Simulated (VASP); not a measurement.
Given:

```xyz
5
Lattice="2.2865 -3.9604 0.0000 2.2865 3.9604 0.0000 0.0000 0.0000 7.2289" Properties=species:S:1:pos:R:3 pbc="T T T"
Mg     2.2865    -3.9604     7.2289
Mg     2.2865     1.3201     4.5736
Mg     2.2865    -1.3201     2.6552
Sb     2.2865     1.3201     1.6280
Sb     2.2865    -1.3201     5.6009
```

These are optB86b-vdW, VASP's PBE PAW potentials (set 64) (plane waves; VASP) values and carry that method's errors. Settings: 520 eV cut-off, Gaussian smearing of 0.050 eV, potentials Mg Sb.

Unless said otherwise, spin-orbit coupling is left out, though it shifts the bands of the heavy elements here.

Question: What does the run give for the band gap (along the path) with the smallest direct gap where there is one?

Answer: 
| Item | Result |
|---|---|
| band gap (along the path) | 0.26 eV |
| smallest direct gap (along the path) | 1.12 eV |

Only differences to runs with the same potentials and settings are physical.

The compound is Mg3Sb2 in the a-la2o3 structure. It was relaxed first.
